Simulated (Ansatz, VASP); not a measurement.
# Sn19Ge5Se24 (Sn0.8Ge0.2Se, orthorhombic GeSe-type): VASP beside Ansatz

Aim: how closely do two programs agree when they are given the same cell, functional and k mesh? The cell is invented: As first built, before any earlier steps moved the atoms (in the runner's words): 1x3x2 conventional cells of the SnSe type (48 atoms: 5 Ge, 24 Se, 19 Sn); Sn/Ge share their sites, the best of 600 random draws by like-pair counts in two shells; start lattice by linear mixing of the end members' cells; atoms moved at random by 0.02 A. It may not be a known or stable phase. The structure shown is the end of the Ansatz relaxation below.

Main program and level: Ansatz 0.2.0; plane waves, with VASP 6.6.1 beside it; single point at PBE.

### Step 1. The starting structure

The cell holds 48 atoms: 5 Ge, 24 Se and 19 Sn. Its edges and angles: a = 11.689 Å, b = 12.416 Å, c = 9.151 Å, α = 90.0°, β = 90.1°, γ = 89.9°. It derives from SnSe (SnSe type, space group 62), repeated 1×3×2. As first built, before any earlier steps moved the atoms (in the runner's words): 1x3x2 conventional cells of the SnSe type (48 atoms: 5 Ge, 24 Se, 19 Sn); Sn/Ge share their sites, the best of 600 random draws by like-pair counts in two shells; start lattice by linear mixing of the end members' cells; atoms moved at random by 0.02 A.

As a file:

```
Ge Se Sn
1.0
    11.68865    0.00657   -0.01079
     0.00720   12.41579   -0.00278
    -0.00849   -0.00199    9.15125
Ge Se Sn
5 24 19
Cartesian
  1.5912 0.9752 0.5912
  4.2802 3.0526 2.9002
  7.4291 1.0475 6.2490
  1.5659 9.3538 0.5898
  4.2209 11.3659 7.4768
  9.9877 1.0393 2.1368
  7.5543 3.0093 4.5035
  4.1068 0.9201 0.0622
  1.7712 2.9690 2.3091
  9.9594 1.0323 6.7269
  7.5087 3.1062 9.0076
  4.1298 1.1138 4.6556
  1.6762 3.0975 6.9968
  9.9847 5.1665 2.1797
  7.5123 7.2594 4.4767
  4.1757 5.1570 0.1025
  1.7122 7.3627 2.2908
  9.9822 5.1783 6.7365
  7.5238 7.2331 9.0351
  4.0966 5.0602 4.5703
  1.6863 7.2123 6.9717
  9.9764 9.3238 2.1550
  7.5569 11.4870 4.5323
  4.0930 9.3911 0.0532
  1.7429 11.3697 2.2743
  9.9930 9.3190 6.7430
  7.5166 11.3920 8.9912
  4.1575 9.3109 4.6927
  1.7000 11.3789 7.0168
  7.2244 1.0457 1.7356
  10.2885 3.0901 4.0321
  1.3909 1.0276 5.1307
  4.4592 3.0477 7.3806
  10.2735 3.0956 8.6147
  1.4391 5.1641 0.4935
  4.4466 7.2304 2.7966
  7.2224 5.1529 1.7527
  10.2513 7.2507 4.0452
  1.3574 5.1424 5.1240
  4.4415 7.2430 7.3931
  7.2369 5.1490 6.3181
  10.2968 7.2593 8.6131
  4.4985 11.4000 2.8487
  7.2400 9.3361 1.7183
  10.3038 11.3973 4.0089
  1.4111 9.3105 5.1237
  7.2284 9.3699 6.3679
  10.2815 11.3828 8.6470
```

### Step 2. Ansatz: relaxation, PBE

Ansatz runs on its default PAW (the set named soft_2) files.

This run makes the geometry at which the two programs are then compared.

The input, input.yaml:

```yaml
crystal:
  lattice:
    - [11.68865, 0.00657, -0.01079]
    - [0.0072, 12.41579, -0.00278]
    - [-0.00849, -0.00199, 9.15125]
  atoms:
    - { symbol: Ge, position: [0.13613, 0.07848, 0.06479] }
    - { symbol: Ge, position: [0.36626, 0.24572, 0.31742] }
    # ... one line an atom, as in the record's system
kpoints:
  mp_grid: { grid: [3, 2, 3], shift: [0.0, 0.5, 0.0] }
hamiltonian:
  xc: pbe
scf:
  occupations: { method: methfessel_paxton, width: 0.15 }
output:
  forces: true
  stress: true
relax:
  f_tol: 0.02
  max_steps: 25
  cell: { stress_tol: 0.1 }
basis:
  ecutwfc: "350 eV"
```

Started as:

```console
> ansatz run input.yaml --threads 32 --pin off --max-ram 92160MiB --backend cuda --events-out ev --progress --plain --runs-dir out --max-vram 78GiB
```

What it wrote:

```text
Warning: basis.ecutwfc = 350 eV is below the records' recommended 420 eV, and the density's cutoff is lower with it unless basis.ecutrho_ratio is high enough to keep the records' density cutoff: compare with a run at a higher cutoff
Engine: ansatz 0.2.0, aarch64-unknown-linux-gnu
Pseudopotentials: kind: paw
Pseudopotential: Ge, paw, valence charge 14, recommended cutoff 420 eV (normal), Ge.paw.azcp
Pseudopotential: Se, paw, valence charge 16, recommended cutoff 420 eV (normal), Se.paw.azcp
device memory: the entry about to start is reckoned to put 29.1 GiB on a device that reports 175.7 GiB free (of which the cap on the GPU budget leaves the run 78.0 GiB)
GPU FFT provider: cuFFT
GPU libraries: cuBLAS 13.8.1, cuFFT 12.4.0, cuSOLVER 12.3.2
GPU matrix products: emulated (plane waves: as basis.precision tells), large ones in fixed point in workspaces of 1.00 GiB
Crystal: 48 atoms, lattice volume = 1328.063 Å³
Basis set: ecut = 350 eV, 19719 PW (Γ), exchange–correlation on 144×160×120 points (8 copies of the dense FFT grid, shifted against one another)
Bands: 432, of which v1, the nominal top of the filled ones, is band 360 counted from 1 (359 counted from 0)
k-points: 9 of 18 (time reversal used)
GPU buffer pool allocated for 345600 grid points (all kernels)
GPU transforms: local potential and band sums: pruned to the plane-wave sphere, on 72×75×60
relax step   1: F+E_penalty+E_count = -267211.46724074 eV  Δ(F+E_penalty+E_count) = +0.000e0 eV  max|allowed force component| = 1.101e-2 eV/Å  Δτ_max = 0.0000 Å  P = +0.021 GPa  Ω = 1328.063 Å³
device memory: the entry about to start is reckoned to put 29.1 GiB on a device that reports 175.8 GiB free (of which the cap on the GPU budget leaves the run 78.0 GiB)
GPU FFT provider: cuFFT
GPU libraries: cuBLAS 13.8.1, cuFFT 12.4.0, cuSOLVER 12.3.2
GPU matrix products: emulated (plane waves: as basis.precision tells), large ones in fixed point in workspaces of 1.00 GiB
GPU buffer pool allocated for 345600 grid points (all kernels)
GPU transforms: local potential and band sums: pruned to the plane-wave sphere, on 72×75×60
eigensolver tolerance schedule: the retry pair's looser diagonalisation over-reported the residual by 22297.80 of it (diagonalisation noise at an unbounded share of the residual, at the tolerance the schedule requests for it); recorded, not acted on — ethr = c·dr2/N_el stays at c = 1.0e-1
relax step   2: F+E_penalty+E_count = -267211.46724073 eV  Δ(F+E_penalty+E_count) = +9.604e-9 eV  max|allowed force component| = 1.102e-2 eV/Å  Δτ_max = 0.0000 Å  P = +0.021 GPa  Ω = 1328.063 Å³  stress off target by 3.47e-2 GPa  SCF on the basis re-selected at this cell (its energy is not comparable with the rows above)
basis re-selected at this cell: Δ(F+E_penalty+E_count) = +9.604e-9 eV, ΔP = -0.000 GPa vs the last step (what re-selecting the basis moved, of the pressure what is left beyond the Pulay correction that the steps carried, after the strain that the cell walked since its last selection, with what the two solves' SCF thresholds leave and, on support functions, any second-order correction that the steps lacked; it is no m [...]
SCF converged after 4 iterations
Stability not checked: this state was not tested for a lower state beside it, because cold or Methfessel-Paxton smearing, or corrected tetrahedra, fill the levels in a way that the test cannot read (fill_not_monotonic; see scf.lower_state_search)
Free energy (F): -267211.467241 eV
Internal energy: -267211.467249 eV  (E = F + TS)
E sigma→0 (E₀):  -267211.467243 eV
Entropy (-TS):   0.000009 eV (0.000 meV/atom)
Fermi energy:    8.351157 eV
Step filling:    the computed levels leave a gap of 0.9811 eV = 6.5 smearing widths at the electron count; against every level under it full and every level over it empty, smearing changes F+E_penalty+E_count by +3.76e-4 meV and its σ→0 estimate by -1.77e-3 meV
--- Forces (eV/Å), atoms counted from 1 ---
  max |Σ_I F_I| component: 2.81e-6 eV/Å
--- Stress (GPa, compression-positive) ---
        0.031529       0.006733       0.004014
        0.006733       0.013224       0.000161
        0.004014       0.000161       0.018358
  P = ⅓ Tr σ = 0.0210 GPa (0.210 kbar)
--- Band table (eV; the first three rows and the last of 9) ---
--- Relaxed structure (1 steps of the walk, 1 accepted, 1 SCFs on fresh bases) ---
  F+E_penalty+E_count = -267211.46724073 eV   max|allowed force component| = 1.102e-2 eV/Å   (the final SCF, on the basis selected at the relaxed cell)
  cell:  # Å, volume = 1328.0628 Å³
    - [11.68865, 0.00657, -0.01079]
    - [0.0072, 12.41579, -0.00278]
    - [-0.00849, -0.00199, 9.15125]
  atoms:
    [... one line an atom ...]
```

### Step 3. VASP: single point, PBE

The same cell, functional, mesh and smearing now go to VASP, with its own data sets.

Lines of VASP's logs that name or quote its potential files are left out, and so is its time.

The input, INCAR:

```
SYSTEM = Sn19Ge5Se24
PREC = Accurate
ENCUT = 410
EDIFF = 1E-06
NELM = 120
ISMEAR = 1
SIGMA = 0.15
LREAL = Auto
ALGO = Normal
GGA = PE
NBANDS = 280
LORBIT = 11
LWAVE = .FALSE.
LCHARG = .FALSE.
ISIF = 2
ISYM = 0
LASPH = .TRUE.
GGA_COMPAT = .FALSE.
EFERMI = MIDGAP
KPAR = 8
```

The input, POSCAR:

```
Sn19Ge5Se24
1.0
   11.6886500000      0.0065700000     -0.0107900000
    0.0072000000     12.4157900000     -0.0027800000
   -0.0084900000     -0.0019900000      9.1512500000
Ge Se Sn
5 24 19
Direct
    0.1361300000      0.0784800000      0.0647900000
    0.3662600000      0.2457200000      0.3174200000
    0.6360300000      0.0841400000      0.6836300000
    0.1335500000      0.7533200000      0.0648400000
    0.3611400000      0.9153800000      0.8177300000
    0.8546000000      0.0832900000      0.2345300000
    0.6465000000      0.2421100000      0.4929500000
    0.3513100000      0.0739200000      0.0072300000
    0.1515700000      0.2390900000      0.2525800000
    0.8525400000      0.0828100000      0.7361100000
    0.6429500000      0.2500000000      0.9851400000
    0.3536300000      0.0896000000      0.5091800000
    0.1438100000      0.2495300000      0.7648200000
    0.8541400000      0.4157100000      0.2393200000
    0.6427000000      0.5844300000      0.4901200000
    0.3570000000      0.4151700000      0.0117500000
    0.1463000000      0.5929700000      0.2506800000
    0.8542900000      0.4167400000      0.7372600000
    0.6440400000      0.5823900000      0.9882400000
    0.3505900000      0.4074600000      0.4999500000
    0.1444600000      0.5809400000      0.7621800000
    0.8532200000      0.7505500000      0.2367200000
    0.6463100000      0.9249300000      0.4963100000
    0.3497100000      0.7562000000      0.0064600000
    0.1487300000      0.9157100000      0.2489800000
    0.8550100000      0.7502400000      0.7380700000
    0.6432200000      0.9173600000      0.9835500000
    0.3556000000      0.7498200000      0.5134400000
    0.1454300000      0.9165300000      0.7672100000
    0.6181600000      0.0839300000      0.1904100000
    0.8803800000      0.2484900000      0.4417200000
    0.1193500000      0.0827900000      0.5608200000
    0.3819300000      0.2454000000      0.8070400000
    0.8794600000      0.2490100000      0.9424800000
    0.1229000000      0.4158700000      0.0542000000
    0.3802800000      0.5822000000      0.3062200000
    0.6177800000      0.4147300000      0.1923800000
    0.8769900000      0.5836000000      0.4432500000
    0.1162800000      0.4142100000      0.5601900000
    0.3802100000      0.5833000000      0.8085000000
    0.6193900000      0.4145000000      0.6912600000
    0.8812500000      0.5843700000      0.9424100000
    0.3845200000      0.9180300000      0.3120200000
    0.6190800000      0.7516600000      0.1887300000
    0.8812800000      0.9175700000      0.4393900000
    0.1206700000      0.7499200000      0.5602600000
    0.6184500000      0.7544600000      0.6968100000
    0.8797400000      0.9164900000      0.9462100000
```

The input, KPOINTS:

```
Points of the shifted mesh
18
Reciprocal
 0.0000000000  0.2500000000  0.0000000000 1
 0.0000000000  0.2500000000  0.3333333333 1
 0.0000000000  0.2500000000  0.6666666667 1
 0.0000000000  0.7500000000  0.0000000000 1
 0.0000000000  0.7500000000  0.3333333333 1
 0.0000000000  0.7500000000  0.6666666667 1
 0.3333333333  0.2500000000  0.0000000000 1
 0.3333333333  0.2500000000  0.3333333333 1
 0.3333333333  0.2500000000  0.6666666667 1
 0.3333333333  0.7500000000  0.0000000000 1
 0.3333333333  0.7500000000  0.3333333333 1
 0.3333333333  0.7500000000  0.6666666667 1
 0.6666666667  0.2500000000  0.0000000000 1
 0.6666666667  0.2500000000  0.3333333333 1
 0.6666666667  0.2500000000  0.6666666667 1
 0.6666666667  0.7500000000  0.0000000000 1
 0.6666666667  0.7500000000  0.3333333333 1
 0.6666666667  0.7500000000  0.6666666667 1
```

Potentials, in the order of the species: Ge_d, Se and Sn_d (PBE family, release 64).

Started as:

```console
> mpirun -np 8 vasp_std
```

What it wrote:

```text
[banner, memory and clock lines left out]
running    8 mpi-ranks, on    1 nodes
[...]
|                                                                             |
|           W    W    AA    RRRRR   N    N  II  N    N   GGGG   !!!           |
|           W    W   A  A   R    R  NN   N  II  NN   N  G    G  !!!           |
|           W    W  A    A  R    R  N N  N  II  N N  N  G       !!!           |
|           W WW W  AAAAAA  RRRRR   N  N N  II  N  N N  G  GGG   !            |
|           WW  WW  A    A  R   R   N   NN  II  N   NN  G    G                |
|           W    W  A    A  R    R  N    N  II  N    N   GGGG   !!!           |
|                                                                             |
|     For optimal performance we recommend to set                             |
|       NCORE = 2 up to number-of-cores-per-socket                            |
|     NCORE specifies how many cores store one orbital (NPAR=cpu/NCORE).      |
|     This setting can greatly improve the performance of VASP for DFT.       |
|     The default, NCORE=1 might be grossly inefficient on modern             |
|     multi-core architectures or massively parallel machines. Do your        |
|     Unfortunately you need to use the default for GW and RPA                |
|     calculations (for HF NCORE is supported but not extensively tested      |
|     yet).                                                                   |
|                                                                             |

 LDA part: xc-table for (Slater+PW92), standard interpolation
 POSCAR, INCAR and KPOINTS ok, starting setup
[...]
entering main loop
       N       E                     dE             d eps       ncg     rms          rms(c)
DAV:   1     0.685680968491E+04    0.68568E+04   -0.16692E+05 10592   0.220E+03
DAV:   2     0.132909582149E+04   -0.55277E+04   -0.53948E+04 10080   0.642E+02
DAV:   3    -0.162266822142E+02   -0.13453E+04   -0.12763E+04 11232   0.245E+02
DAV:   4    -0.193110987910E+03   -0.17688E+03   -0.17068E+03 11856   0.840E+01
[...]
DAV:  13    -0.198370298239E+03   -0.29747E-04   -0.12506E-04 13328   0.310E-02    0.108E-02
DAV:  14    -0.198370294252E+03    0.39868E-05   -0.11776E-05 11512   0.111E-02    0.581E-03
DAV:  15    -0.198370294058E+03    0.19428E-06   -0.56134E-06  8792   0.415E-03
   1 F= -.19837029E+03 E0= -.19837515E+03  d E =0.145590E-01
```

Parts of OUTCAR (step 3):

```text
  Total        0.0094951     -0.1246265     -0.1373854      0.0603901      0.0010765      0.0560423
  in kB        0.0114549     -0.1503497     -0.1657420      0.0728547      0.0012987      0.0676095
  external PRESSURE =      -0.1015456 kB  Pullay stress =       0.0000000 kB

 POSITION                                       TOTAL-FORCE (eV/Angst)
 -----------------------------------------------------------------------------------
      1.59119      0.97516      0.59122        -0.019542     -0.003261     -0.010059
      4.28016      3.05258      2.90015         0.009903     -0.003202     -0.010634
      7.42913      1.04748      6.24897        -0.021354      0.001395      0.018308
      1.56589      9.35381      0.58983        -0.018201      0.007995     -0.008694
      4.22089     11.36591      7.47681         0.023112      0.000986     -0.015275
      9.98773      1.03926      2.13679         0.008524     -0.001570     -0.005669
      7.55427      3.00925      4.50346        -0.004586      0.002490     -0.010552
      4.10681      0.92007      0.06217         0.012326      0.000938      0.009649
      1.77123      2.96898      2.30912        -0.004742     -0.001598      0.017597
      9.95939      1.03229      6.72690         0.011866      0.000129     -0.001349
      7.50865      3.10621      9.00763        -0.003145      0.001398     -0.012127
      4.12978      1.11376      4.65557         0.015974      0.002695      0.013475
      1.67625      3.09753      6.99681        -0.005610      0.000975      0.012661
      9.98470      5.16650      2.17971        -0.003247      0.001399     -0.010600
[...]
-----------------------------------------------------------------------------------
    total drift:                               -0.018662     -0.017026     -0.003790

  FREE ENERGIE OF THE ION-ELECTRON SYSTEM (eV)
  ---------------------------------------------------
  free  energy   TOTEN  =      -198.3702940577 eV

  energy  without entropy=     -198.3848530455  energy(sigma->0) =     -198.37514705

[... 2 further parts left out ...]
```

Methfessel-Paxton smearing is not meant for a cell with a gap.

### Step 4. Side by side

Known differences besides the potentials themselves: the data sets hold 720 valence electrons in Ansatz (on its default PAW (the set named soft_2) files) and 480 in VASP; the cutoff is 350 eV in Ansatz and 410 eV in VASP (PREC = Accurate, projectors in real space); Ansatz's log warns that its cutoff lies below the recommended one. Total energies have different zeros and are not compared.

Compared:

| quantity | Ansatz | VASP | difference |
| --- | --- | --- | --- |
| gap on the k mesh (eV) | 0.981 | 0.975 | +0.007 |

A gap on the mesh is an upper bound, since the band edges may lie between its points.

### Step 5. Results

| Property | Result |
| --- | --- |
| difference in gap on the k mesh (single point, PBE) | 0.0065 eV |

In words: The difference in gap on the k mesh is 0.0065 eV (single point, PBE), within the 0.08 eV picked in this series as the mark of a large difference. The data sets hold unlike numbers of valence electrons (720 in Ansatz and 480 in VASP), so part of the differences comes from the potentials. Such differences can come from data sets, numerical settings and the points named under the comparisons, not from the functional's error against experiment.

[Lines on the potential files, build, host, timing and source positions are cut from VASP's logs without a mark.]

[Logs are printed without paths, hosts, clocks, repeated set-up lines and the standing remarks that a program may print on its own settings, such as how far it seeks lower states.]

[Hosts, paths, dates, database ids (printed as entryN), source tags and the programs' standing remarks are cut or masked in the printed files.]
